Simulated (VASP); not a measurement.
An input for Ansatz (written as the equivalent of a VASP run, and not itself run):

Ansatz 0.2 input:
```yaml
crystal:
  lattice:
    - [3.0162556, 0.0000000, 0.0000000]
    - [0.0000000, 3.0162556, 0.0000000]
    - [0.0000000, 0.0000000, 3.0162556]
  atoms:
    - { symbol: Al, position: [0.5000000, 0.5000000, 0.5000000] }
    - { symbol: Ru, position: [0.0000000, 0.0000000, 0.0000000] }
kpoints:
  mp_grid: { grid: [14, 14, 14] }
hamiltonian:
  xc: revpbe
  pseudopotentials: { kind: paw }
scf:
  occupations: { method: tetrahedron }
  max_iter: 100
output: { forces: true, stress: true, eigenvalues: true }
```

Task: Write the VASP files for the same calculation (revPBE).

Result: This is not unique; one that fits is 
INCAR:
```
SYSTEM  =  RuAl
PREC  =  Accurate; ENCUT  =  520; LREAL  =  F
LASPH  =  T
EDIFF  =  1E-7; NELM  =  100; ALGO  =  Normal
LMAXMIX  =  4
ISMEAR  =  -5
GGA  =  RE
ISIF  =  2
LWAVE  =  F; LCHARG  =  T; LORBIT  =  11
NEDOS  =  601
```

POSCAR:
```
RuAl
1
    3.0162555781     0.0000000000     0.0000000000
    0.0000000000     3.0162555781     0.0000000000
    0.0000000000     0.0000000000     3.0162555781
Al Ru
1 1
Direct
  0.5000000000   0.5000000000   0.5000000000
  0.0000000000   0.0000000000   0.0000000000
```

File KPOINTS:
```
kpoints
0
G
 14 14 14
0 0 0
```

POTCAR, in this order: Al Ru_pv (PBE.64 set). Program: vasp_std.

Limits of the translation: each code has its own PAW files, so the cut-off isn't converted (ENCUT is set for VASP's; basis.ecutwfc is left out, and Ansatz then takes the one that its files recommend); Ansatz stops its SCF on the density residual and VASP on the energy change (EDIFF).

The compound is RuAl in the CsCl type structure. It was relaxed first.
